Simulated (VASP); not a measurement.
Computed with PBEsol GGA, VASP's PBE PAW potentials (set 64) (plane waves; VASP).

The input files of a VASP run:

INCAR:
```
! general
SYSTEM  =MgH2
PREC    =Accurate
ENCUT   =400   ! plane-wave cut-off (eV)
LREAL   =.False.   ! projection in real space or not
LASPH   =.True.   ! aspherical one-centre terms

! electronic loop
EDIFF   =1E-7
NELM    =100   ! most electronic steps
ALGO    =Normal

! smearing
ISMEAR  =0
SIGMA   =0.01   ! width (eV)

! functional
GGA     =PS   ! PBEsol

! ions
ISIF    =2

! output
LWAVE   =.False.
LCHARG  =.False.

! other
LCALCPOL=.True.
DIPOL   =0.123 0.137 0.151
```

POSCAR:
```
MgH2
1
    4.8711942050     0.0000000000     0.0000000000
    0.0000000000     4.5961219344     0.0000000000
    0.0000000000     0.0000000000     4.7054373695
Mg H
4 8
Direct
  0.9680213363   0.7333078598   0.7555131188
  0.0319786637   0.2666921402   0.2555131188
  0.5319786637   0.7333078598   0.2555131188
  0.4680213363   0.2666921402   0.7555131188
  0.2480875201   0.5543353291   0.0287901741
  0.7519124799   0.4456646709   0.5287901741
  0.2519124799   0.5543353291   0.5287901741
  0.7480875201   0.4456646709   0.0287901741
  0.3890901737   0.1026261515   0.3540967073
  0.6109098263   0.8973738485   0.8540967073
  0.1109098263   0.1026261515   0.8540967073
  0.8890901737   0.8973738485   0.3540967073
```

**KPOINTS**
```
K-points
0
G
  5 6 5
0 0 0
```

POTCAR, in this order: Mg H (PBE.64 set). Program: vasp_std.

Output

### OSZICAR
```
       N       E                     dE             d eps       ncg     rms          rms(c)
DAV:   1     0.137712071726E+01    0.13771E+01   -0.47845E+03  1080   0.682E+02
DAV:   2    -0.353628262790E+02   -0.36740E+02   -0.33874E+02  1450   0.103E+02
DAV:   3    -0.373958697131E+02   -0.20330E+01   -0.20277E+01  1465   0.258E+01
DAV:   4    -0.374058522133E+02   -0.99825E-02   -0.99819E-02  1199   0.203E+00
DAV:   5    -0.374059475394E+02   -0.95326E-04   -0.95326E-04  1493   0.211E-01    0.837E+00
DAV:   6    -0.357880394034E+02    0.16179E+01   -0.90748E-01  1290   0.484E+00    0.433E+00
DAV:   7    -0.351888777622E+02    0.59916E+00   -0.12408E+00  1311   0.586E+00    0.638E-01
DAV:   8    -0.351932563816E+02   -0.43786E-02   -0.20300E-02  1255   0.865E-01    0.111E-01
DAV:   9    -0.351928938761E+02    0.36251E-03   -0.95879E-04  1409   0.177E-01    0.198E-02
DAV:  10    -0.351928977017E+02   -0.38256E-05   -0.20071E-05  1276   0.281E-02    0.928E-03
DAV:  11    -0.351928991144E+02   -0.14127E-05   -0.20579E-06  1374   0.902E-03    0.117E-03
DAV:  12    -0.351928990748E+02    0.39654E-07   -0.11960E-07   946   0.216E-03
   1 F= -.35192899E+02 E0= -.35192899E+02  d E =-.436610E-30
```

**OUTCAR**
```
------------------------ aborting loop because EDIFF is reached ----------------------------------------
  FORCE on cell =-STRESS in cart. coord.  units (eV):
  Direction    XX          YY          ZZ          XY          YZ          ZX
  --------------------------------------------------------------------------------------
  Total       -0.0516336     -0.0742187     -0.0829023      0.0000000      0.0000000      0.0000000
  in kB       -0.7852650     -1.1287475     -1.2608117      0.0000000      0.0000000      0.0000000
  external PRESSURE =      -1.0582747 kB  Pullay stress =       0.0000000 kB
  volume of cell :      105.35
      direct lattice vectors                 reciprocal lattice vectors
     4.871194205  0.000000000  0.000000000     0.205288469  0.000000000  0.000000000
     0.000000000  4.596121934  0.000000000     0.000000000  0.217574732  0.000000000
     0.000000000  0.000000000  4.705437370     0.000000000  0.000000000  0.212520096
 POSITION                                       TOTAL-FORCE (eV/Angst)
 -----------------------------------------------------------------------------------
      4.71542      3.37037      3.55502        -0.002513     -0.010559      0.012480
      0.15577      1.22575      1.20230         0.002513      0.010559      0.012480
      2.59137      3.37037      1.20230         0.002513     -0.010559      0.012480
      2.27982      1.22575      3.55502        -0.002513      0.010559      0.012480
      1.20848      2.54779      0.13547         0.007794     -0.002365     -0.007705
      3.66271      2.04833      2.48819        -0.007794      0.002365     -0.007705
      1.22711      2.54779      2.48819        -0.007794     -0.002365     -0.007705
      3.64408      2.04833      0.13547         0.007794      0.002365     -0.007705
      1.89533      0.47168      1.66618        -0.003586      0.013839     -0.004775
      2.97586      4.12444      4.01890         0.003586     -0.013839     -0.004775
      0.54026      0.47168      4.01890         0.003586      0.013839     -0.004775
      4.33093      4.12444      1.66618        -0.003586     -0.013839     -0.004775
 -----------------------------------------------------------------------------------
    total drift:                               -0.000000      0.000000     -0.000155
  FREE ENERGIE OF THE ION-ELECTRON SYSTEM (eV)
  ---------------------------------------------------
  free  energy   TOTEN  =       -35.1928990748 eV

  energy  without entropy=      -35.1928990748  energy(sigma->0) =      -35.19289907

            Ionic dipole moment: p[ion]=(     5.02707    -0.88246    -3.95420 ) |e| Angst

 Total electronic dipole moment: p[elc]=(    -0.00000    -0.00000     4.26575 ) |e| Angst
```
(Selected blocks of OUTCAR.)

The structure comes from a computed database's MgH2 entry (Pca2_1); how it stands against other phases isn't given here. It was relaxed first.
